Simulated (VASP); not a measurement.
An input for Quantum ESPRESSO's pw.x (written as the equivalent of a VASP run, and not itself run):

```
&CONTROL
  calculation = 'scf'
  pseudo_dir = './pseudo'
  outdir = './out'
  tprnfor = .true.
  tstress = .true.
/
&SYSTEM
  ibrav = 0
  nat = 8
  ntyp = 3
  ecutwfc = 84
  occupations = 'tetrahedra'
  input_dft = 'pbesol'
/
&ELECTRONS
  conv_thr = 7.3e-09
  electron_maxstep = 100
/
ATOMIC_SPECIES
  In 114.818 In.upf
  N 14.007 N.upf
  Al 26.982 Al.upf
CELL_PARAMETERS angstrom
    -0.0435388    4.7118157    4.7113262
     4.6680363    0.0002406    4.6675453
     2.3341384    2.3341384    0.0000000
ATOMIC_POSITIONS crystal
  In   0.9963943  0.0012130  0.0023927
  In   0.9963943  0.5012130  0.0023927
  N    0.1572707  0.1142363  0.2284929
  N    0.1572707  0.6142363  0.2284929
  N    0.5987013  0.1337614  0.2675373
  N    0.5987013  0.6337614  0.2675373
  Al   0.4976336  0.0007893  0.0015770
  Al   0.4976336  0.5007893  0.0015770
K_POINTS automatic
  5 5 9 0 0 0
```

Translate this input to VASP (INCAR, KPOINTS, POSCAR, choice of POTCAR).

Several could match; the one computed here: 
**POSCAR**
```
Al2In2N4
1
   -0.0435388418     4.7118157359     4.7113262451
    4.6680362692     0.0002406249     4.6675452551
    2.3341384470     2.3341384470     0.0000000000
In N Al
2 4 2
Direct
  0.9963943031   0.0012129538   0.0023927430
  0.9963943031   0.5012129538   0.0023927430
  0.1572707168   0.1142363397   0.2284929436
  0.1572707168   0.6142363397   0.2284929436
  0.5987013419   0.1337613907   0.2675372674
  0.5987013419   0.6337613907   0.2675372674
  0.4976336382   0.0007893158   0.0015770460
  0.4976336382   0.5007893158   0.0015770460
```

INCAR:
```
# general
SYSTEM =Al2In2N4
PREC   =Accurate
ENCUT  =520
LREAL  =F
LASPH  =T

# electronic loop
EDIFF  =1E-7
NELM   =100
ALGO   =Normal
LMAXMIX=4

# smearing
ISMEAR =-5

# functional
GGA    =PS

# ions
ISIF   =2

# output
LWAVE  =F
LCHARG =T
LORBIT =11
NEDOS  =601

# other
LEFG   =T
```

File KPOINTS:
```
Automatic mesh
0
Gamma
5 5 9
0 0 0
```

POTCAR, in this order: In_d N Al (PBE.64 set). Program: vasp_std.

The two are equivalent in intent, not identical: the potentials are each code's own (VASP's PAW set, PseudoDojo norm-conserving files in pw.x), so ENCUT and ecutwfc are chosen apart and not converted; conv_thr bounds pw.x's estimated SCF error, while EDIFF bounds the energy change between steps; the field gradients of LEFG aren't asked of the other code.

The structure was generated: Al2In2N4 was put into an ordered model structure (R3m), which need not be its known phase. It was relaxed first.
